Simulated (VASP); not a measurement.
Consider the following.

```
Ni3Si
1.0
    3.58020     0.00000     0.00000
    0.00000     3.58020     0.00000
    0.00000     0.00000     3.58020
Si Ni
1 3
Direct
  0.00000   0.00000   0.00000
  0.00000   0.50000   0.50000
  0.50000   0.00000   0.50000
  0.50000   0.50000   0.00000
```
Cell charge +0.02.

Computed with PBE GGA, VASP's PBE PAW potentials (set 64) (plane waves; VASP). Settings: NELECT = 33.98, 400 eV cut-off, 8×8×8 Γ-centred mesh, Gaussian smearing of 0.050 eV, potentials Si Ni.

The cell is charged, with a uniform compensating background.

### Question
What does the run give for the energy per atom (σ→0), pressure, band gap (on the k-mesh) with the smallest direct gap where there is one?

### Answer

| Item | Value |
|---|---|
| band gap (on the k-mesh) | none (metal, semimetal or under 0.01 eV) |
| energy per atom (σ→0) | -5.943 eV/atom |
| pressure | -12.80 GPa |

Only differences to runs with the same potentials and settings are physical.

The compound is Ni3Si in the L1_2 structure. The cell was not relaxed at this level. The run is one of a series of settings (ISMEAR = 0, NELECT = 33.98, SIGMA = 0.05 against the base run), some of them coarse on purpose. The run is not spin-polarised, so no magnetic state was tried.
